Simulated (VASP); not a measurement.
Method: PBE GGA with D4 dispersion, VASP's PBE PAW potentials (set 64) (plane waves; VASP).

The input files of a VASP run:

### INCAR
```
LWAVE  =  .FALSE.
ENCUT  =  520
ISMEAR  =  0   ! Gaussian
EDIFF  =  1E-7
LMAXMIX  =  4   ! l cut-off of mixed one-centre charges
LCHARG  =  .FALSE.
GGA  =  PE
IVDW  =  13   ! D4
SIGMA  =  0.05
LREAL  =  .FALSE.
ISIF  =  2   ! forces and stress, cell fixed
ALGO  =  Normal   ! blocked Davidson
LASPH  =  .TRUE.
SYSTEM  =  CuI
NELM  =  100
PREC  =  Accurate
```

**KPOINTS**
```
Regular mesh
0
gamma
 8 8 8
0 0 0
```

File POSCAR:
```
CuI
1
    0.0000000000     2.9568566940     2.9568566940
    2.9568566940     0.0000000000     2.9568566940
    2.9568566940     2.9568566940     0.0000000000
Cu I
1 1
Direct
  0.0000000000   0.0000000000   0.0000000000
  0.2500000000   0.2500000000   0.2500000000
```

POTCAR, in this order: Cu I (PBE.64 set). Program: vasp_std.

Unless said otherwise, spin-orbit coupling is left out, though it shifts the bands of the heavy elements here.

Predict the energy per atom (σ→0), dispersion energy, pressure, band gap (on the k-mesh).

```yaml
energy per atom (σ→0): -3.150 eV/atom
dispersion_energy: -0.791 eV
band gap (on the k-mesh): 1.36 eV
pressure: 1.49 GPa
```

**OSZICAR**
```
...
DAV:  10    -0.550939642723E+01   -0.17744E-03   -0.88334E-04   928   0.319E-01    0.758E-02
DAV:  11    -0.550945562162E+01   -0.59194E-04   -0.45345E-04   968   0.679E-01    0.331E-02
DAV:  12    -0.550945144006E+01    0.41816E-05   -0.50653E-05  1186   0.166E-01    0.271E-02
DAV:  13    -0.550945036765E+01    0.10724E-05   -0.23765E-06  1156   0.300E-02    0.154E-02
DAV:  14    -0.550944934826E+01    0.10194E-05   -0.72229E-06  1060   0.898E-02    0.284E-03
DAV:  15    -0.550944975808E+01   -0.40982E-06   -0.11834E-06   809   0.716E-03    0.438E-03
DAV:  16    -0.550944975538E+01    0.27019E-08   -0.27271E-08   437   0.200E-03
   1 F= -.63005485E+01 E0= -.63005485E+01  d E =-.291796E-11
```

The compound is CuI in the zinc blende structure. This cell is one point of a volume scan, at 0.97 of the reference volume.
